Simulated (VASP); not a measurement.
Input:

```xyz
2
Lattice="0.0000 2.4050 2.4050 2.4050 0.0000 2.4050 2.4050 2.4050 0.0000" Properties=species:S:1:pos:R:3 pbc="T T T"
Ca     0.0000     0.0000     0.0000
O      2.4050     2.4050     2.4050
```

Level of theory: PBE GGA, VASP's PBE PAW potentials (set 64) (plane waves; VASP 6.6.1). Numerical set-up: 520 eV cut-off, 10×10×10 Monkhorst-Pack mesh, Gaussian smearing of 0.050 eV, potentials Ca_sv O.

Problem. What does the run give for the energy per atom (σ→0), pressure?

Solution. 
```
Quantity                        Value
---------------------  --------------
energy per atom (σ→0)  -6.401 eV/atom
pressure                     1.98 GPa
```

The compound is CaO in the rock salt structure. The cell was not relaxed at this level. The run is one of a series of settings (KPOINTS 10×10×10 Monkhorst-Pack mesh against the base run), some of them coarse on purpose.
